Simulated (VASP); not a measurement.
# AgF in VASP: a run that goes wrong, beside a sound one

A flawed run on AgF and a sound one for comparison.

All numbers are computed with VASP 6.6.1; they aren't measurements. Logs are shortened: lines on timing, memory, paths and dates and some standing lists are left out, and cuts for length are marked.

## (1) Starting point

The cell holds a sheet with vacuum, 2 atoms: a = 3.122 Å, b = 4.143 Å, c = 23.800 Å, α = 90.00°, β = 90.00°, γ = 90.00°.

The cell was built by a generator and needn't be a form met in nature.

## (2) A run with an altered input

The input, INCAR:

```
PREC     = Accurate       # precision mode
ENCUT    = 50             # plane-wave cutoff, eV
EDIFF    = 1E-6           # SCF threshold, eV
ISMEAR   = -1             # smearing method
SIGMA    = 0.05           # smearing width, eV
LREAL    = F              # projectors in reciprocal space
LASPH    = T              # aspherical terms in the spheres
NELM     = 95             # most SCF steps
ALGO     = Normal         # electronic algorithm
ISIF     = 2              # what is computed and relaxed
LWAVE    = F              # write WAVECAR
LCHARG   = F              # write CHGCAR
LDIPOL   = T            
IDIPOL   = 3            
DIPOL    = 0.5 0.5 0.294
GGA      = PE             # functional
IBRION   = 2              # ionic algorithm
NSW      = 30             # ionic steps
EDIFFG   = -0.02          # ionic threshold
```

The input, KPOINTS:

```
Automatic mesh
0
Gamma
  9 7 1
```

The input, POSCAR:

```
AgF
1.0
    3.1221000000      0.0000000000      0.0000000000
    0.0000000000      4.1428800000      0.0000000000
    0.0000000000      0.0000000000     23.8000000000
Ag F
1 1
Selective dynamics
Direct
    0.0000000000      0.5000000000      0.2941200000  F F F
    0.0000000000      0.0000000000      0.2941200000  T T T
```

Potentials or basis: VASP PAW PBE potentials, release 64 (Ag, F).

Started as:

```console
cat potpaw_PBE.64/Ag/POTCAR potpaw_PBE.64/F/POTCAR > POTCAR
mpirun -np 1 vasp_std > vasp.out
```

OUTCAR:

```text
PREC = Accurate
   ENCUT = 50
   EDIFF = 1E-6
   ISMEAR = -1
   LREAL = F
   LASPH = T
   NELM = 95
   ISIF = 2
   GGA = PE
   IBRION = 2
   NSW = 30
   EDIFFG = -0.02
[... 554 lines left out ...]
     0.000000000  0.000000000 23.800000000     0.000000000  0.000000000  0.042016807

 POSITION                                       TOTAL-FORCE (eV/Angst)
 -----------------------------------------------------------------------------------
      0.00000      2.07144      7.00006         0.000000      0.000000      0.000000
      0.00000      0.00000      7.00006         0.000000      0.000000      0.000000
 -----------------------------------------------------------------------------------
    total drift:                               -0.000000      0.000000     -0.218127

  FREE ENERGIE OF THE ION-ELECTRON SYSTEM (eV)
  ---------------------------------------------------
  free  energy   TOTEN  =       183.5612040896 eV

  energy  without entropy=      183.5833943947  energy(sigma->0) =      183.57229924

 reached required accuracy - stopping structural energy minimisation

 vacuum level on the upper side and lower side of the slab         2.487         3.159
```

OSZICAR:

```text
N       E                     dE             d eps       ncg     rms          rms(c)
DAV:   1    -0.958090969486E+02   -0.95809E+02   -0.17059E+03   695   0.151E+02
DAV:   2    -0.110713204610E+03   -0.14904E+02   -0.14122E+02   730   0.458E+01
DAV:   3    -0.111259474581E+03   -0.54627E+00   -0.53983E+00   640   0.789E+00
[... 33 lines left out ...]
DAV:  37     0.183561159645E+03   -0.11193E-04   -0.98443E-05   600   0.578E-02    0.202E-01
DAV:  38     0.183561198984E+03    0.39339E-04   -0.24195E-05   600   0.299E-02    0.829E-02
DAV:  39     0.183561206234E+03    0.72499E-05   -0.43601E-06   620   0.134E-02    0.520E-02
DAV:  40     0.183561204368E+03   -0.18654E-05   -0.25597E-06   610   0.998E-03    0.306E-02
DAV:  41     0.183561204090E+03   -0.27890E-06   -0.32165E-07   310   0.366E-03
   1 F= 0.18356120E+03 E0= 0.18357230E+03  d E =0.183561E+03
```

Wall time 8.6 s (1 thread of Intel Xeon Platinum 8488C (Sapphire Rapids), shared host); peak memory 0.11 GiB.

The run converged. The input was made wrong on purpose: cutoff far too low (ENCUT = 50). The program ran through all the same, so the numbers look like a result but aren't the crystal's properties.

## (3) Relaxation of the atoms, PBE

The input, INCAR:

```
PREC = Accurate
ENCUT = 520
EDIFF = 1E-6
ISMEAR = -1
SIGMA = 0.05
LREAL = F
LASPH = T
NELM = 80
ALGO = Normal
ISIF = 2
LWAVE = F
LCHARG = F
LDIPOL = T
IDIPOL = 3
DIPOL = 0.5 0.5 0.294
GGA = PE
IBRION = 2
NSW = 60
EDIFFG = -0.02
```

KPOINTS is that of step 2.

POSCAR is that of step 2.

Potentials or basis: VASP PAW PBE potentials, release 64 (Ag, F).

Started as:

```console
cat potpaw_PBE.64/Ag/POTCAR potpaw_PBE.64/F/POTCAR > POTCAR
mpirun -np 1 vasp_std > vasp.out
```

Run time: 89 s. Hardware: 1 thread of Intel Xeon Platinum 8488C (Sapphire Rapids), shared host; peak memory 0.41 GiB.

Results (log left out):

| Property | Result |
| --- | --- |
| Free energy | -6.1198 eV |
| Band gap on the k mesh | 1.10 eV, indirect (least direct gap 3.20 eV) |

Final structure:
```
Ag F
1.0
     3.12210    0.00000    0.00000
     0.00000    4.14288    0.00000
     0.00000    0.00000   23.80000
Ag F
1 1
Direct
  0.00000 0.50000 0.29412
  0.00000 0.00000 0.29412
```

Levels at points of the mesh, in eV from the valence-band top:
| k point | band 6 | band 7 | band 8 | band 9 | band 10 | band 11 | band 12 | band 13 |
| --- | --- | --- | --- | --- | --- | --- | --- | --- |
| (0.00, 0.00, 0.00) | -2.42 | -2.22 | -2.14 | -2.10 | 1.10 | 4.07 | 5.37 | 5.79 |

Caveat: the relaxation stopped at its first step, so nothing moved. Expect the measured gap to be larger: semilocal functionals such as PBE lack the derivative discontinuity.
